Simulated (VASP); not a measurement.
Data:

```
CELL_PARAMETERS angstrom
      0.00000     1.96884     1.96884
      1.96884     0.00000     1.96884
      1.96884     1.96884     0.00000
ATOMIC_POSITIONS crystal
  Pd 0.00000 0.00000 0.00000
```

Computed with optB88-vdW, VASP's PBE PAW potentials (set 64) (plane waves; VASP). Run with 520 eV cut-off, 18×18×18 Γ-centred mesh, tetrahedra with Blöchl corrections, potentials Pd.

Predict the energy per atom (σ→0), band gap (on the k-mesh) with the smallest direct gap where there is one.

The band gap (on the k-mesh) is none (metal, semimetal or under 0.01 eV) and the energy per atom (σ→0) is -2.222 eV/atom.

Only differences to runs with the same potentials and settings are physical.

The compound is Pd in the fcc structure. It was relaxed first.
